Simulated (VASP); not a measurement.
# Initial- and final-state core-level shifts of Cu3Os2, part 2 of 4

Which atoms of Cu3Os2 bind their core electrons more tightly, and does the hole change the order?

VASP 6.6.1, plane waves and PAW; the level of theory is named at each step.

So far. Step 2 (Relaxation): The forces on the free atoms are under 0.05 eV/Å.

### Step 3. Initial state

Level of this step: PBE; plane waves and PAW (Os, Cu) (VASP).

The cell without a hole gives, with ICORELEVEL = 1, the Kohn-Sham core levels of the initial state.

INCAR

```
SYSTEM = Cu3Os2
PREC = Normal
ENCUT = 330
EDIFF = 1E-05
NELM = 120
ISMEAR = 0
SIGMA = 0.1
LREAL = Auto
ALGO = Fast
GGA = PE
NBANDS = 121
LASPH = .TRUE.
LORBIT = 11
LWAVE = .FALSE.
LCHARG = .FALSE.
KPAR = 2
NCORE = 4
ICORELEVEL = 1
ISIF = 0
LVHAR = .TRUE.
```

POSCAR

```
Cu3Os2
1.0
    5.1335952314      0.0000000000      0.0000000000
    2.5667976157      4.4458238832      0.0000000000
    0.0000000000      0.0000000000     22.3831259086
Os Cu
8 12
Direct
    0.0000000000      0.0000000000      0.6929055323
    0.5000000000      0.0000000000      0.6929055323
    0.0000000000      0.5000000000      0.6929055323
    0.5000000000      0.5000000000      0.6929055323
    0.8333333330      0.3333333330      0.3070944677
    0.3333333330      0.3333333330      0.3070944677
    0.8333333330      0.8333333330      0.3070944677
    0.3333333330      0.8333333330      0.3070944677
    0.8333333330      0.3333333330      0.5943925810
    0.3333333330      0.3333333330      0.5943925810
    0.8333333330      0.8333333330      0.5943925810
    0.3333333330      0.8333333330      0.5943925810
    0.1666666670      0.1666666670      0.5000000000
    0.6666666670      0.1666666670      0.5000000000
    0.1666666670      0.6666666670      0.5000000000
    0.6666666670      0.6666666670      0.5000000000
    0.0000000000      0.0000000000      0.4056074190
    0.5000000000      0.0000000000      0.4056074190
    0.0000000000      0.5000000000      0.4056074190
    0.5000000000      0.5000000000      0.4056074190
```

KPOINTS

```
Automatic mesh
0
Gamma
5 5 1
0 0 0
```

The projector-augmented-wave data sets are Os and Cu (PBE family, release 64).

Run with:

```
$ mpirun -np 8 vasp_std
```

Log:

```text
[... set-up lines as in an earlier step ...]
 entering main loop
       N       E                     dE             d eps       ncg     rms          rms(c)
DAV:   1     0.177841377448E+04    0.17784E+04   -0.62945E+04  1210   0.142E+03
DAV:   2     0.207793392615E+03   -0.15706E+04   -0.14854E+04  1210   0.403E+02
DAV:   3    -0.946739795139E+02   -0.30247E+03   -0.27410E+03  1362   0.208E+02
DAV:   4    -0.138065579020E+03   -0.43392E+02   -0.40056E+02  1916   0.770E+01
DAV:   5    -0.140062700104E+03   -0.19971E+01   -0.19038E+01  1900   0.200E+01    0.522E+01
RMM:   6    -0.149411520291E+03   -0.93488E+01   -0.22228E+02  1479   0.101E+02    0.347E+01
RMM:   7    -0.132679549699E+03    0.16732E+02   -0.89324E+01  1348   0.627E+01    0.401E+01
RMM:   8    -0.135120675933E+03   -0.24411E+01   -0.56833E+01  1488   0.403E+01    0.203E+01
RMM:   9    -0.128865016668E+03    0.62557E+01   -0.17731E+01  1358   0.301E+01    0.130E+01
RMM:  10    -0.124576076043E+03    0.42889E+01   -0.30595E+00  1387   0.113E+01    0.782E+00
RMM:  11    -0.123715253577E+03    0.86082E+00   -0.12274E+00  1494   0.503E+00    0.526E+00
RMM:  12    -0.123525106530E+03    0.19015E+00   -0.36183E-01  1521   0.273E+00    0.445E+00
RMM:  13    -0.123244277200E+03    0.28083E+00   -0.36345E-01  1517   0.245E+00    0.276E+00
RMM:  14    -0.123106544087E+03    0.13773E+00   -0.38673E-01  1587   0.285E+00    0.721E-01
RMM:  15    -0.123116296208E+03   -0.97521E-02   -0.41488E-02  1450   0.103E+00    0.985E-01
RMM:  16    -0.123102996990E+03    0.13299E-01   -0.29738E-02  1527   0.713E-01    0.462E-01
RMM:  17    -0.123101173879E+03    0.18231E-02   -0.14235E-02  1574   0.333E-01    0.272E-01
RMM:  18    -0.123100568712E+03    0.60517E-03   -0.10846E-02  1565   0.502E-01    0.211E-01
RMM:  19    -0.123100450030E+03    0.11868E-03   -0.21683E-03  1663   0.180E-01    0.148E-01
RMM:  20    -0.123100032329E+03    0.41770E-03   -0.58287E-04  1454   0.126E-01    0.405E-02
RMM:  21    -0.123100042606E+03   -0.10277E-04   -0.39034E-04  1469   0.712E-02    0.292E-02
RMM:  22    -0.123100033292E+03    0.93139E-05   -0.12801E-04  1285   0.736E-02    0.176E-02
RMM:  23    -0.123100053617E+03   -0.20325E-04   -0.75873E-05  1235   0.330E-02    0.131E-02
RMM:  24    -0.123100064561E+03   -0.10944E-04   -0.19307E-05   867   0.179E-02    0.960E-03
RMM:  25    -0.123100072000E+03   -0.74383E-05   -0.59293E-06   785   0.124E-02
   1 F= -.12310007E+03 E0= -.12306577E+03  d E =-.685982E-01
```

Elapsed: 55 s, on 8 MPI ranks of Intel Xeon Platinum 8375C at 2.90GHz (Ice Lake), shared host; peak memory 1.4 GiB; 7.2 min of CPU time.

From OUTCAR (step 3):

```text
 Found      5 irreducible k-points:

   k-points           NKPTS =      5   k-points in BZ     NKDIM =      5   number of bands    NBANDS=    121

   NELECT =     196.0000    total number of electrons

 the core state eigenenergies are
   1-  1s -73840.5534  2s -12853.1149  2p -11188.2207  3s  -2986.4615  3p  -2497.8436
       3d  -1952.9316  4s   -625.3333  4p   -465.1191  4d   -266.4495  4f    -45.7055
       5s    -85.0508  5p    -44.3872
   2-  1s -73840.5534  2s -12853.1149  2p -11188.2207  3s  -2986.4615  3p  -2497.8436
       3d  -1952.9316  4s   -625.3333  4p   -465.1191  4d   -266.4495  4f    -45.7055
       5s    -85.0508  5p    -44.3872
   3-  1s -73840.5534  2s -12853.1149  2p -11188.2207  3s  -2986.4615  3p  -2497.8436
       3d  -1952.9316  4s   -625.3333  4p   -465.1191  4d   -266.4495  4f    -45.7055
       5s    -85.0508  5p    -44.3872
   4-  1s -73840.5534  2s -12853.1149  2p -11188.2207  3s  -2986.4615  3p  -2497.8436
       3d  -1952.9316  4s   -625.3333  4p   -465.1191  4d   -266.4495  4f    -45.7055
       5s    -85.0508  5p    -44.3872
   5-  1s -73840.5534  2s -12853.1149  2p -11188.2207  3s  -2986.4615  3p  -2497.8436
       3d  -1952.9316  4s   -625.3333  4p   -465.1191  4d   -266.4495  4f    -45.7055
       5s    -85.0508  5p    -44.3872
   6-  1s -73840.5534  2s -12853.1149  2p -11188.2207  3s  -2986.4615  3p  -2497.8436
       3d  -1952.9316  4s   -625.3333  4p   -465.1191  4d   -266.4495  4f    -45.7055
       5s    -85.0508  5p    -44.3872
   7-  1s -73840.5534  2s -12853.1149  2p -11188.2207  3s  -2986.4615  3p  -2497.8436
       3d  -1952.9316  4s   -625.3333  4p   -465.1191  4d   -266.4495  4f    -45.7055
       5s    -85.0508  5p    -44.3872
   8-  1s -73840.5534  2s -12853.1149  2p -11188.2207  3s  -2986.4615  3p  -2497.8436
       3d  -1952.9316  4s   -625.3333  4p   -465.1191  4d   -266.4495  4f    -45.7055
       5s    -85.0508  5p    -44.3872
   9-  1s  -8847.4552  2s  -1059.7736  2p   -914.2348  3s   -111.3585  3p    -68.7223

  10-  1s  -8847.4552  2s  -1059.7736  2p   -914.2348  3s   -111.3585  3p    -68.7223

  11-  1s  -8847.4552  2s  -1059.7736  2p   -914.2348  3s   -111.3585  3p    -68.7223

  12-  1s  -8847.4552  2s  -1059.7736  2p   -914.2348  3s   -111.3585  3p    -68.7223

  13-  1s  -8847.3962  2s  -1059.6865  2p   -914.1512  3s   -111.2563  3p    -68.6208

  14-  1s  -8847.3962  2s  -1059.6865  2p   -914.1512  3s   -111.2563  3p    -68.6208

  15-  1s  -8847.3962  2s  -1059.6865  2p   -914.1512  3s   -111.2563  3p    -68.6208

  16-  1s  -8847.3962  2s  -1059.6865  2p   -914.1512  3s   -111.2563  3p    -68.6208

  17-  1s  -8847.4552  2s  -1059.7736  2p   -914.2348  3s   -111.3585  3p    -68.7223

  18-  1s  -8847.4552  2s  -1059.7736  2p   -914.2348  3s   -111.3585  3p    -68.7223

  19-  1s  -8847.4552  2s  -1059.7736  2p   -914.2348  3s   -111.3585  3p    -68.7223

  20-  1s  -8847.4552  2s  -1059.7736  2p   -914.2348  3s   -111.3585  3p    -68.7223

 E-fermi :   1.3195

 k-point     1 :       0.0000    0.0000    0.0000
  band No.  band energies     occupation
    ...
     86       0.4578      2.00000
     87       0.6810      2.00000
     88       0.6810      2.00000
     89       0.6810      2.00000
     90       1.0280      1.99996
     91       1.7094      0.00000
     92       1.7094      0.00000
     93       1.7094      0.00000
     94       1.7231      0.00000
     95       1.7231      0.00000
    ...

 k-point     2 :       0.2000    0.0000    0.0000
  band No.  band energies     occupation
    ...
     91       1.0351      1.99994
     92       1.2139      1.86479
     93       1.2139      1.86478
     94       1.2368      1.75780
     95       1.2368      1.75779
     96       1.6262      0.00001
     97       1.6263      0.00001
     98       1.8132      0.00000
     99       1.8132      0.00000
    100       1.8150      0.00000
    ...

 POSITION                                       TOTAL-FORCE (eV/Angst)
 -----------------------------------------------------------------------------------
      0.00000      0.00000     15.50939        -0.000000      0.000000      0.067830
      2.56680      0.00000     15.50939        -0.000000     -0.000000      0.067830
      1.28340      2.22291     15.50939         0.000000     -0.000000      0.067830
      3.85020      2.22291     15.50939         0.000000      0.000000      0.067830
      5.13360      1.48194      6.87373        -0.000000      0.000000     -0.067830
      2.56680      1.48194      6.87373        -0.000000     -0.000000     -0.067830
      6.41699      3.70485      6.87373         0.000000      0.000000     -0.067830
      3.85020      3.70485      6.87373         0.000000     -0.000000     -0.067830
      5.13360      1.48194     13.30436        -0.000000      0.000000     -0.062512
      2.56680      1.48194     13.30436         0.000000      0.000000     -0.062512
      6.41699      3.70485     13.30436         0.000000      0.000000     -0.062512
      3.85020      3.70485     13.30436         0.000000      0.000000     -0.062512
      1.28340      0.74097     11.19156        -0.000000      0.000000      0.000000
      3.85020      0.74097     11.19156         0.000000     -0.000000     -0.000000
      2.56680      2.96388     11.19156        -0.000000     -0.000000     -0.000000
      5.13360      2.96388     11.19156         0.000000     -0.000000      0.000000
      0.00000      0.00000      9.07876         0.000000     -0.000000      0.062512
      2.56680      0.00000      9.07876        -0.000000     -0.000000      0.062512
      1.28340      2.22291      9.07876         0.000000     -0.000000      0.062512
      3.85020      2.22291      9.07876        -0.000000     -0.000000      0.062512
 -----------------------------------------------------------------------------------
    total drift:                                0.000000      0.000000      0.000001

  FREE ENERGIE OF THE ION-ELECTRON SYSTEM (eV)
  ---------------------------------------------------
  free  energy   TOTEN  =      -123.1000719995 eV

  energy  without entropy=     -123.0314737659  energy(sigma->0) =     -123.06577288

 total charge
# of ion       s       p       d       tot
------------------------------------------
    1        0.727   0.634   6.046   7.407
    2        0.727   0.634   6.046   7.407
    3        0.727   0.634   6.046   7.407
    4        0.727   0.634   6.046   7.407
    5        0.727   0.634   6.046   7.407
    6        0.727   0.634   6.046   7.407
    7        0.727   0.634   6.046   7.407
    8        0.727   0.634   6.046   7.407
    9        0.431   0.422   9.163  10.015
   10        0.431   0.422   9.163  10.015
   11        0.431   0.422   9.163  10.015
   12        0.431   0.422   9.163  10.015
   13        0.445   0.368   9.168   9.980
   14        0.445   0.368   9.168   9.980
   15        0.445   0.368   9.168   9.980
   16        0.445   0.368   9.168   9.980
   17        0.431   0.422   9.163  10.015
   18        0.431   0.422   9.163  10.015
   19        0.431   0.422   9.163  10.015
   20        0.431   0.422   9.163  10.015
--------------------------------------------------
tot         11.037   9.917 158.341 179.295

[... 6 parts as in an earlier step ...]

[... 5 further parts left out ...]
```

These are scalar-relativistic Kohn-Sham levels of the ground state, with no core hole, so they are not binding energies.

Numbers from this step:

| Quantity | Value |
| --- | --- |
| free energy (TOTEN) | -123.1001 eV |
| energy at zero smearing | -123.0658 eV |
| Fermi energy | 1.319 eV |

The two shallowest core shells; atoms whose shallowest level rounds to another's at 0.01 eV are left out. Core levels, by row:

| atom | shell | level below the Fermi level (eV) |
| --- | --- | --- |
| Os1 | 4f | 47.02 |
| Os1 | 5p | 45.71 |
| Cu9 | 3s | 112.7 |
| Cu9 | 3p | 70.04 |
| Cu13 | 3s | 112.6 |
| Cu13 | 3p | 69.94 |

(Continued in part 3 of 4.)

[Lines on the potential files, build, host, timing and source positions are cut from VASP's logs without a mark.]

[Logs are printed without paths, hosts, clocks, repeated set-up lines and the standing remarks that a program may print on its own settings, such as how far it seeks lower states.]

[Hosts, paths, dates, database ids (printed as entryN), source tags and the programs' standing remarks are cut or masked in the printed files.]
